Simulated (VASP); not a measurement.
Data:

```yaml
crystal:
  lattice:
    - [0.00000, 2.39932, 2.39932]
    - [2.39932, 0.00000, 2.39932]
    - [2.39932, 2.39932, 0.00000]
  atoms:
    - { symbol: Zr, position: [0.00000, 0.00000, 0.00000] }
    - { symbol: C, position: [0.50000, 0.50000, 0.50000] }
```

These are r2SCAN+rVV10, VASP's PBE PAW potentials (set 64) (plane waves; VASP) values and carry that method's errors. Numerical set-up: 520 eV cut-off, 13×13×13 Γ-centred mesh, first-order Methfessel-Paxton smearing of 0.10 eV, potentials Zr_sv C.

Predict the energy per atom (σ→0), pressure, band gap (on the k-mesh) with the smallest direct gap where there is one.

band gap (on the k-mesh): none (metal, semimetal or under 0.01 eV)
energy per atom (σ→0): -17.213 eV/atom
pressure: -12.13 GPa

Total energies compare only between runs with the same potentials, cut-off and functional.

The compound is ZrC in the rock salt structure. This cell is one point of a volume scan, at 1.06 of the reference volume.
